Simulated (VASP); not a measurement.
Here is the system:

```
TiO2
1.0
    4.71844     0.00000     0.00000
    0.00000     4.71844     0.00000
    0.00000     0.00000     3.01850
Ti O
2 4
Direct
  0.00000   0.00000   0.00000
  0.50000   0.50000   0.50000
  0.30451   0.30451   0.00000
  0.80451   0.19549   0.50000
  0.19549   0.80451   0.50000
  0.69549   0.69549   0.00000
```

The numbers are results of PBE GGA with D3 dispersion (zero damping), VASP's PBE PAW potentials (set 64) (plane waves; VASP), not measurements. Run with 520 eV cut-off, 5×5×8 Γ-centred mesh, Gaussian smearing of 0.050 eV, potentials Ti_sv O.

Task: The ions and cell shape at fixed volume are relaxed. Predict the relaxed structure.

Result: 
```
TiO2
1.0
    4.74468     0.00000     0.00000
    0.00000     4.74468     0.00000
    0.00000     0.00000     2.98520
Ti O
2 4
Direct
  0.00000   0.00000   0.00000
  0.50000   0.50000   0.50000
  0.30735   0.30735   0.00000
  0.80735   0.19265   0.50000
  0.19265   0.80735   0.50000
  0.69265   0.69265   0.00000
```
Space group P4_2/mnm (136), at a tolerance of 0.03 Å.

Task: How much energy does the relaxation gain?

Result: The energy (σ→0) changes by -3.1 meV/atom, in 3 ionic steps.

```csv
step,E(σ→0) (eV),max force (eV/Å),pressure (GPa),volume (Å³)
1,-54.5906,0.273,-12.02,67.20
2,-54.6074,0.088,-10.97,67.20
3,-54.6093,0.001,-10.42,67.20
```

The compound is TiO2 in the rutile structure. This cell is one point of a volume scan, at 1.06 of the reference volume. Symmetry was kept, so distortions that lower it aren't found.
